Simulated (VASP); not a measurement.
Data:

```
TlIO3
1.0
    3.14697     1.81690     2.66281
   -3.14697     1.81690     2.66281
    0.00000    -3.63380     2.66281
Tl I O
1 1 3
Direct
  0.00837   0.00837   0.00837
  0.50211   0.50211   0.50211
  0.90370   0.46174   0.46174
  0.46174   0.90370   0.46174
  0.46174   0.46174   0.90370
```

Level of theory: r2SCAN meta-GGA, VASP's PBE PAW potentials (set 64) (plane waves; VASP 6.6.1). Run with 520 eV cut-off, 6×6×6 Γ-centred mesh, tetrahedra with Blöchl corrections, potentials Tl_d I O.

### Question
The job: TlIO$_{3}$ (space group R3m), 5 atoms, r2SCAN, static run, 520 eV, 6×6×6 Γ-centred mesh. Roughly how much core time does it take on a busy server core?

### Answer
About 10 core-minutes (one run on a shared machine, a rough figure). It had 32 irreducible k-points, 23 bands, up to 2480 plane waves and 23 electronic steps.

The structure comes from a computed database's TlIO3 entry (R3m); how it stands against other phases isn't given here. It was relaxed first.
